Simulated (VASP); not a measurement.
# Ni₃Sn (space group Fm-3m): computed properties

Method: PBEsol GGA, VASP's PBE PAW potentials (set 64) (plane waves; VASP 6.6.1).

```yaml
space_group: Fm-3m (225)
cell: a = b = c = 5.8439 Å, α = β = γ = 90.00°
volume_per_atom: 12.47 Å³/atom
band gap (over mesh and band path): none (metal, semimetal or under 0.01 eV)
density: 9.81 g/cm³
```

```yaml
crystal:
  lattice:
    - [0.00000, 2.92193, 2.92193]
    - [2.92193, 0.00000, 2.92193]
    - [2.92193, 2.92193, 0.00000]
  atoms:
    - { symbol: Ni, position: [0.50000, 0.50000, 0.50000] }
    - { symbol: Ni, position: [0.25000, 0.25000, 0.25000] }
    - { symbol: Ni, position: [0.75000, 0.75000, 0.75000] }
    - { symbol: Sn, position: [0.00000, 0.00000, 0.00000] }
```

Unless said otherwise, spin-orbit coupling is left out, though it shifts the bands of the heavy elements here.

The structure comes from a computed database's Ni3Sn entry (Fm-3m); how it stands against other phases isn't given here. It was relaxed first. Symmetry was kept, so distortions that lower it aren't found. The run is not spin-polarised, so no magnetic state was tried.
